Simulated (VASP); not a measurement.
Input:

```xyz
4
Lattice="1.2564 -2.1762 0.0000 1.2564 2.1762 0.0000 0.0000 0.0000 6.5171" Properties=species:S:1:pos:R:3 pbc="T T T"
B      1.2564     0.7254     1.6293
B      1.2564    -0.7254     4.8878
N      1.2564    -0.7254     1.6293
N      1.2564     0.7254     4.8878
```

Calculation: optB86b-vdW, VASP's PBE PAW potentials (set 64) (plane waves; VASP 6.6.1). Run with 520 eV cut-off, Gaussian smearing of 0.050 eV, potentials B N.

Q: What does the run give for the band gap (along the path) with the smallest direct gap where there is one?

A: 
The band gap (along the path) comes out as 4.17 eV and the smallest direct gap (along the path) is 4.59 eV.

The compound is BN in the hex structure. It was relaxed first.
